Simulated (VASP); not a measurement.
Crystal: Bi2Te2O.

```
Bi Te O
1.0
     4.22483    0.00000    0.00000
     0.00000    4.22483    0.00000
     0.00000    0.00000   16.34757
Bi Te O
4 4 2
Direct
  0.50000 0.00000 0.57247
  0.00000 0.50000 0.42753
  0.00000 0.50000 0.85361
  0.50000 0.00000 0.14639
  0.00000 0.50000 0.67622
  0.50000 0.00000 0.32378
  0.50000 0.00000 0.90917
  0.00000 0.50000 0.09083
  0.50000 0.50000 0.50000
  0.00000 0.00000 0.50000
```

The cell comes from a database or a generator and needn't be the stable form of this composition.

* Program: VASP 6.6.1
* Task: single point
* Functional: PBE
* Potentials or basis: VASP PAW PBE potentials, release 64 (Bi_d, Te, O)
* Cutoff: 520 eV
* k mesh: 6 × 6 × 2
* Occupations: fermi-dirac, width 0.05 eV
* Spin: no spin polarisation

On this cell: pressure 0.0 GPa; largest force 0.071 eV/Å; band gap on the k mesh 0.47 eV, indirect (least direct gap 0.73 eV).

The same run follows on a disturbed copy (atoms moved at random, drawn with an rms of 0.05 Å):

```
Bi Te O
1.0
     4.22483    0.00000    0.00000
     0.00000    4.22483    0.00000
     0.00000    0.00000   16.34757
Bi Te O
4 4 2
Direct
  0.49829 0.99014 0.57343
  0.98968 0.49786 0.42851
  0.99172 0.48931 0.85331
  0.50116 0.00536 0.14816
  0.99908 0.50333 0.67480
  0.50273 0.00604 0.32823
  0.49653 0.99927 0.91328
  0.99844 0.49022 0.09391
  0.50275 0.49861 0.49733
  0.99801 0.00251 0.49753
```

Task: What does the disturbed cell give?

Result: The energy moves by +5.9 meV/atom; pressure 0.0 GPa; largest force 0.520 eV/Å; band gap on the k mesh 0.44 eV, indirect (least direct gap 0.71 eV).

Forces in eV/Å, atoms in the order of the input:
```
Bi   0.018  0.047 -0.345
Bi   0.038 -0.031 -0.402
Bi   0.044  0.111  0.077
Bi   0.005 -0.092  0.310
Te  -0.027 -0.061  0.116
Te  -0.002 -0.007 -0.520
Te  -0.030 -0.095 -0.202
Te   0.010  0.108  0.020
O   -0.061  0.098  0.486
O    0.007 -0.079  0.459
```

Stress tensor (GPa, compression positive):
```
 0.13  0.02 -0.05
 0.02  0.10  0.08
-0.05  0.08 -0.23
```

Caveats: spin-orbit coupling is left out, which as a rule narrows the gap of such compounds by several tenths of an eV; this functional lacks dispersion, which binds the layers, so the pressure and a relaxed spacing across them are unreliable (some runs).

A k mesh can miss the band edges.
